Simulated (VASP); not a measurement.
Here is the system:

```xyz
5
Lattice="3.8371 0.0000 0.0000 0.0000 3.8371 0.0000 0.0000 0.0000 3.8371" Properties=species:S:1:pos:R:3 pbc="T T T"
K      0.0000     0.0000     0.0000
Zn     1.9186     1.9186     1.9186
F      1.9186     0.0000     1.9186
F      0.0000     1.9186     1.9186
F      1.9186     1.9186     0.0000
```

The numbers are results of PBEsol GGA, VASP's PBE PAW potentials (set 64) (plane waves; VASP 6.6.1), not measurements. Settings: 620 eV cut-off, 6×6×6 Γ-centred mesh, Gaussian smearing of 0.050 eV, potentials K_sv Zn F.

Energy and stress use the plane-wave basis of the starting cell.

### Question
The ions, cell shape and volume at an external pressure of 30.0 GPa are relaxed. Predict the relaxed structure.

### Answer

```xyz
5
Lattice="3.7695 0.0000 0.0000 0.0000 3.7695 0.0000 0.0000 0.0000 3.7695" Properties=species:S:1:pos:R:3 pbc="T T T"
K      0.0000     0.0000     0.0000
Zn     1.8848     1.8848     1.8848
F      1.8848     0.0000     1.8848
F      0.0000     1.8848     1.8848
F      1.8848     1.8848     0.0000
```
Space group Pm-3m (221), at a tolerance of 0.03 Å.

### Question
How do energy and volume change from the first to the last step?

### Answer
The energy (σ→0) changes by +90.7 meV/atom and the volume by -5.2 %, in 3 ionic steps.

The compound is KZnF3 in the cubic perovskite structure. This run relaxes it under an external pressure of 30 GPa. Symmetry was kept, so distortions that lower it aren't found.
